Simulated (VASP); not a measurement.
All values below come from PBE GGA with D4 dispersion, VASP's PBE PAW potentials (set 64) (plane waves; VASP 6.6.1).

The input files of a VASP run:

File POSCAR:
```
CsCl
4.0675340
  0.9999999817   0.0000000000   0.0000000000
  0.0000000000   0.9999999817   0.0000000000
  0.0000000000   0.0000000000   0.9999999817
Cs Cl
1 1
Cartesian
  0.0000000000   0.0000000000   0.0000000000
  0.4999999908   0.4999999908   0.4999999908
```

**KPOINTS**
```
K-points
0
gamma
 7 7 7
```

**INCAR**
```
SYSTEM = CsCl
PREC = Accurate; ENCUT = 520; LREAL = .FALSE.
LASPH = .TRUE.
EDIFF = 1E-7; NELM = 100; ALGO = Normal
LMAXMIX = 4
ISMEAR = 0; SIGMA = 0.05
GGA = PE; IVDW = 13
ISIF = 2
LWAVE = .FALSE.; LCHARG = .FALSE.
```

POTCAR, in this order: Cs_sv Cl (PBE.64 set). Program: vasp_std.

Unless said otherwise, spin-orbit coupling is left out, though it shifts the bands of the heavy elements here.

Q: Predict the energy per atom (σ→0), dispersion energy, pressure, band gap (on the k-mesh).

A: 
The energy per atom (σ→0) is -3.406 eV/atom and the dispersion energy comes out as -0.310 eV. The band gap (on the k-mesh) comes out as 5.35 eV and the pressure is 1.21 GPa.

File OSZICAR:
```
...
DAV:   8    -0.650062388695E+01   -0.10638E-02   -0.14776E-02   564   0.929E-01    0.135E-01
DAV:   9    -0.650087427707E+01   -0.25039E-03   -0.31563E-03   612   0.371E-01    0.111E-01
DAV:  10    -0.650101711662E+01   -0.14284E-03   -0.24620E-04   580   0.136E-01    0.223E-02
DAV:  11    -0.650103522547E+01   -0.18109E-04   -0.39007E-05   600   0.477E-02    0.583E-03
DAV:  12    -0.650103487364E+01    0.35183E-06   -0.81520E-06   588   0.187E-02    0.323E-03
DAV:  13    -0.650103470409E+01    0.16955E-06   -0.34672E-07   588   0.453E-03    0.106E-03
DAV:  14    -0.650103475799E+01   -0.53898E-07   -0.19353E-07   464   0.268E-03
   1 F= -.68112350E+01 E0= -.68112350E+01  d E =-.521946E-11
```

The compound is CsCl in the CsCl type structure. This cell is one point of a volume scan, at 0.94 of the reference volume.
